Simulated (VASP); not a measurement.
An input for Quantum ESPRESSO's pw.x (written as the equivalent of a VASP run, and not itself run):

```
&CONTROL
  calculation = 'vc-relax'
  pseudo_dir = './pseudo'
  outdir = './out'
  tprnfor = .true.
  tstress = .true.
  nstep = 60
  forc_conv_thr = 0.00078
/
&SYSTEM
  ibrav = 0
  nat = 8
  ntyp = 3
  ecutwfc = 102
  occupations = 'smearing'
  smearing = 'gaussian'
  degauss = 0.003675
  input_dft = 'pbesol'
/
&ELECTRONS
  conv_thr = 7.3e-08
  electron_maxstep = 100
/
&IONS
/
&CELL
/
ATOMIC_SPECIES
  Zn 65.380 Zn.upf
  Te 127.600 Te.upf
  Cd 112.414 Cd.upf
CELL_PARAMETERS angstrom
     6.1789996    0.0000000   -0.0000000
    -0.0000000    6.1789996    0.0000000
    -0.0000000    0.0000000    6.1789996
ATOMIC_POSITIONS crystal
  Zn   0.0000000  0.0000000  0.0000000
  Zn   0.5000000  0.5000000  0.0000000
  Zn   0.5000000  0.0000000  0.5000000
  Te   0.2596995  0.2403005  0.2403005
  Te   0.7403005  0.7596995  0.2403005
  Te   0.7403005  0.2403005  0.7596995
  Te   0.2596995  0.7596995  0.7596995
  Cd   0.0000000  0.5000000  0.5000000
K_POINTS automatic
  4 4 4 0 0 0
```

Problem. Write the VASP files for the same calculation (PBEsol).

Solution. Several could match; the one computed here: 
INCAR:
```
SYSTEM = CdZn3Te4
PREC = Accurate
ENCUT = 400
EDIFF = 1E-6
NELM = 100
ALGO = Normal
LREAL = .FALSE.
LASPH = .TRUE.
ISMEAR = 0
SIGMA = 0.05
GGA = PS
LMAXMIX = 4
LWAVE = .FALSE.
LCHARG = .FALSE.
IBRION = 2
ISIF = 3
NSW = 60
EDIFFG = -0.02
```

KPOINTS:
```
Automatic mesh
0
Gamma
4 4 4
0 0 0
```

**POSCAR**
```
CdZn3Te4
1
    6.1789995592     0.0000000000    -0.0000000000
   -0.0000000000     6.1789995592     0.0000000000
   -0.0000000000     0.0000000000     6.1789995592
Zn Te Cd
3 4 1
Direct
  0.0000000000   0.0000000000   0.0000000000
  0.5000000000   0.5000000000   0.0000000000
  0.5000000000   0.0000000000   0.5000000000
  0.2596994870   0.2403005130   0.2403005130
  0.7403005130   0.7596994870   0.2403005130
  0.7403005130   0.2403005130   0.7596994870
  0.2596994870   0.7596994870   0.7596994870
  0.0000000000   0.5000000000   0.5000000000
```

POTCAR, in this order: Zn Te Cd (PBE.64 set). Program: vasp_std.

Limits of the translation: the potentials are each code's own (VASP's PAW set, PseudoDojo norm-conserving files in pw.x), so ENCUT and ecutwfc are chosen apart and not converted; conv_thr bounds pw.x's estimated SCF error, while EDIFF bounds the energy change between steps; forc_conv_thr acts on force components and is met together with etot_conv_thr.

The structure was generated: CdZn3Te4 was put into an ordered model structure (P-43m), which need not be its known phase. This run relaxes it. Symmetry was kept, so distortions that lower it aren't found. The start is the result of an earlier pass.
